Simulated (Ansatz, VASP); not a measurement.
Given: the input of a run of VASP 6.6.1 on Mg6CrNi. The cell comes from a database or a generator and needn't be the stable form of this composition.

The input INCAR:

```
SYSTEM = Mg6CrNi
  PREC = Accurate
  ENCUT = 520
  EDIFF = 1E-7
  ISMEAR = -1
  SIGMA = 0.05
  LREAL = .FALSE.
  LASPH = .TRUE.
  NELM = 150
  ALGO = Normal
  ISIF = 2
  LWAVE = .FALSE.
  LCHARG = .FALSE.
  ISPIN = 2
  MAGMOM = 1 3 0 0 0 0 0 0
  LORBIT = 11
  LMAXMIX = 4
  GGA = PE
  NBANDS = 31
```

File KPOINTS:

```
Automatic mesh
0
G
  6 5 5
  0 0 0
```

Contents of POSCAR:

```
Mg6CrNi
1.0
    4.8226690000      0.0000000000      0.0000000000
    0.0000000000      3.0326855000      5.2348385000
    0.0000000000     -3.0326855000      5.2348385000
Ni Cr Mg
1 1 6
Direct
    0.5000000000      0.8324860000      0.8324860000
    0.5000000000      0.3330490000      0.3330490000
    0.0000000000      0.1712010000      0.1712010000
    0.0000000000      0.6748860000      0.6748860000
    0.0000000000      0.6661170000      0.1558130000
    0.0000000000      0.1558130000      0.6661170000
    0.5000000000      0.8343170000      0.3321350000
    0.5000000000      0.3321350000      0.8343170000
```

Potentials or basis: VASP PAW PBE potentials, release 64 (Ni, Cr_pv, Mg).

The run is started by

```sh
$ cat potpaw_PBE.64/Ni/POTCAR potpaw_PBE.64/Cr_pv/POTCAR potpaw_PBE.64/Mg/POTCAR > POTCAR
$ mpirun -np 1 vasp_std > vasp.out
```

Q: Set up the same calculation for Ansatz 0.2.0. Potentials or basis there: Ansatz PAW, cutoff 420 eV.

A: As run (cutoffs and basis follow the program's own potentials, and thresholds, step limits or extra output files can differ):

The input input.yaml:

```yaml
crystal:
  lattice:
    - [4.822669, 0.0, 0.0]
    - [0.0, 3.0326855, 5.2348385]
    - [0.0, -3.0326855, 5.2348385]
  atoms:
    - { symbol: Ni, position: [0.5, 0.832486, 0.832486], spin: 1.0 }
    - { symbol: Cr, position: [0.5, 0.333049, 0.333049], spin: 3.0 }
    - { symbol: Mg, position: [0.0, 0.171201, 0.171201] }
    - { symbol: Mg, position: [0.0, 0.674886, 0.674886] }
    - { symbol: Mg, position: [0.0, 0.666117, 0.155813] }
    - { symbol: Mg, position: [0.0, 0.155813, 0.666117] }
    - { symbol: Mg, position: [0.5, 0.834317, 0.332135] }
    - { symbol: Mg, position: [0.5, 0.332135, 0.834317] }
hamiltonian:
  xc: pbe
  pseudopotentials: { kind: paw }
magnetization:
  spin_polarized: true
kpoints:
  mp_grid: { grid: [6, 5, 5] }
scf:
  occupations: { method: fermi_dirac, width: 0.05 }
output:
  forces: true
  stress: true
  eigenvalues: true
```

Potentials or basis: Ansatz PAW.

Command:

```console
$ ansatz run input.yaml --threads 4 --pin off --max-ram 10240MiB --backend cpu --events-out ev --progress --plain --runs-dir out
```

Both were run:

|  | VASP | Ansatz |
| --- | --- | --- |
| Pressure | 0.1 GPa | 0.1 GPa |
| Largest force | 0.051 eV/Å | 0.056 eV/Å |
| Net moment | 3.83 μB per cell | 3.82 μB per cell |

Ansatz's pressure holds a Pulay term of +0.01 GPa for its cutoff of 420 eV, which the other run lacks.

The potentials hold 34 and 92 valence electrons a cell.

Where Ansatz's input types no cutoff or centring, it takes its own default and a Γ-centred mesh.

The magnetic state is the one that the start led to; the real crystal's order can differ.

Pressure is positive in compression.
